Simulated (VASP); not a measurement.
Output of a VASP run:

**OSZICAR**
```
       N       E                     dE             d eps       ncg     rms          rms(c)
DAV:   1     0.104742346996E+03    0.10474E+03   -0.69951E+03   910   0.114E+03
DAV:   2    -0.136577284907E+01   -0.10611E+03   -0.10353E+03   965   0.284E+02
DAV:   3    -0.819173189903E+01   -0.68260E+01   -0.67754E+01  1210   0.817E+01
DAV:   4    -0.836716569114E+01   -0.17543E+00   -0.17539E+00  1076   0.160E+01
DAV:   5    -0.837500324550E+01   -0.78376E-02   -0.78374E-02  1316   0.271E+00    0.442E+00
DAV:   6    -0.824748566689E+01    0.12752E+00   -0.18142E-01  1212   0.753E+00    0.250E+00
DAV:   7    -0.821585163643E+01    0.31634E-01   -0.79726E-02  1157   0.299E+00    0.566E-01
DAV:   8    -0.821411094916E+01    0.17407E-02   -0.74530E-03  1272   0.122E+00    0.327E-01
DAV:   9    -0.821417703786E+01   -0.66089E-04   -0.53015E-04  1030   0.253E-01    0.625E-02
DAV:  10    -0.821417952057E+01   -0.24827E-05   -0.23339E-05  1157   0.492E-02    0.337E-02
DAV:  11    -0.821418382554E+01   -0.43050E-05   -0.90007E-06  1000   0.405E-02    0.131E-02
DAV:  12    -0.821418374160E+01    0.83943E-07   -0.52171E-07  1272   0.105E-02    0.391E-03
DAV:  13    -0.821418376758E+01   -0.25985E-07   -0.63872E-08   985   0.263E-03    0.107E-03
DAV:  14    -0.821418376687E+01    0.71509E-09   -0.19826E-09   630   0.489E-04
   1 F= -.82141838E+01 E0= -.82141972E+01  d E =-.821418E+01
```

OUTCAR:
```
------------------------ aborting loop because EDIFF is reached ----------------------------------------
  FORCE on cell =-STRESS in cart. coord.  units (eV):
  Direction    XX          YY          ZZ          XY          YZ          ZX
  --------------------------------------------------------------------------------------
  Total        0.0173169      0.0173169      0.0173169      0.0000000      0.0000000     -0.0000000
  in kB        0.4132719      0.4132719      0.4132719      0.0000000      0.0000000     -0.0000000
  external PRESSURE =       0.4132719 kB  Pullay stress =       0.0000000 kB
  volume of cell :       67.13
      direct lattice vectors                 reciprocal lattice vectors
     0.000000000  3.225808936  3.225808936    -0.154999881  0.154999881  0.154999881
     3.225808936  0.000000000  3.225808936     0.154999881 -0.154999881  0.154999881
     3.225808936  3.225808936  0.000000000     0.154999881  0.154999881 -0.154999881
  FREE ENERGIE OF THE ION-ELECTRON SYSTEM (eV)
  ---------------------------------------------------
  free  energy   TOTEN  =        -8.2141837669 eV

  energy  without entropy=       -8.2142239872  energy(sigma->0) =       -8.21419717

 reached required accuracy - stopping structural energy minimisation
```
(Selected blocks of OUTCAR.)

### POSCAR
```
InSb
1
    0.0000000000     3.2258089359     3.2258089359
    3.2258089359     0.0000000000     3.2258089359
    3.2258089359     3.2258089359     0.0000000000
In Sb
1 1
Direct
  1.0000000000   1.0000000000   1.0000000000
  0.2500000000   0.2500000000   0.2500000000
```

### Question
Write an INCAR and KPOINTS that could have produced this output.

### Answer
This is not unique; one that fits is the input of the run itself, LDA (Ceperley-Alder, Perdew-Zunger), plane waves, VASP's LDA PAW potentials (set 64).

**KPOINTS**
```
Automatic
0
G
9 9 9
```

**INCAR**
```
ALGO=Normal
EDIFF=1E-8
EDIFFG=-0.001
ENCUT=400
IBRION=1
ISIF=2
ISMEAR=1
LASPH=T
LCHARG=F
LMAXMIX=4
LREAL=F
LWAVE=F
NELM=100
NSW=30
PREC=Accurate
SIGMA=0.1
SYSTEM=InSb
```

POTCAR, in this order: In_d Sb (LDA.64 set). Program: vasp_std.

The compound is InSb in the zinc blende structure. It was relaxed first. The start is the result of an earlier pass.
